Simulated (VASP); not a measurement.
Input:

```
CELL_PARAMETERS angstrom
      0.00000     2.24871     2.24871
      2.24871     0.00000     2.24871
      2.24871     2.24871     0.00000
ATOMIC_POSITIONS crystal
  Ga 0.00000 0.00000 0.00000
  N  0.25000 0.25000 0.25000
```

Calculation: SCAN meta-GGA, VASP's PBE PAW potentials (set 64) (plane waves; VASP). Run with 520 eV cut-off, 11×11×11 Γ-centred mesh, tetrahedra with Blöchl corrections, potentials Ga_d N.

**Question.** Predict the energy per atom (σ→0), band gap (over mesh and band path) with the smallest direct gap where there is one.

**Answer.** 
```
Quantity                                                 Value
---------------------------------------------  ---------------
band gap (over mesh and band path)                     2.06 eV
smallest direct gap (over mesh and band path)          2.06 eV
energy per atom (σ→0)                          -13.442 eV/atom
```

Total energies compare only between runs with the same potentials, cut-off and functional.

The compound is GaN in the zinc blende structure, a metastable form; wurtzite is the usual one. It was relaxed first.
